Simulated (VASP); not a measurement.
A convergence study with VASP on Zr (space group no. 194 when undisturbed): one setting is varied, all else stays as given below, so the limit is that of these other settings. One atom is moved off its site, so that forces are finite.

```
Zr
1.0
    1.62308    -2.81125     0.00000
    1.62308     2.81125     0.00000
    0.00000     0.00000     5.17575
Zr
2
Cartesian
  1.62308   0.93708   1.34394
  1.62308  -0.93708   3.88181
```

These are PBE GGA, VASP's PBE PAW potentials (set 64) (plane waves; VASP) values and carry that method's errors. The tightest run used: 720 eV cut-off, 12×12×7 Γ-centred mesh, Gaussian smearing of 0.10 eV, potentials Zr_sv.

```tsv
setting	E (eV/atom)	pressure (GPa)	largest force (eV/Å)	plane waves
ENCUT = 105	1.9700	-687.73	0.327	124
ENCUT = 120	-3.2220	-439.11	0.082	148
ENCUT = 135	-6.1346	-264.65	0.149	183
ENCUT = 150	-7.3568	-151.21	0.075	214
ENCUT = 165	-8.0829	-81.58	0.255	240
ENCUT = 180	-8.3895	-41.53	0.263	275
ENCUT = 210	-8.4876	-9.14	0.186	339
ENCUT = 240	-8.5015	-1.30	0.180	416
```

Problem. These are the cheaper rows. Estimate the results at ENCUT = 720, and how far the last row shown lies from them.

Solution. 
| quantity | tightest run | last row shown is off by |
|---|---|---|
| E (eV/atom) | -8.5160 | 0.0146 |
| pressure (GPa) | -0.68 | -0.62 |
| largest force (eV/Å) | 0.174 | 0.006 |

Left out are rungs that failed or repeat a setting and relaxations that didn't move; long series are thinned to 24 rows.

The structure is a typed Zr crystal (space group no. 194). The cell was not relaxed at this level, it is distorted from the ideal structure.
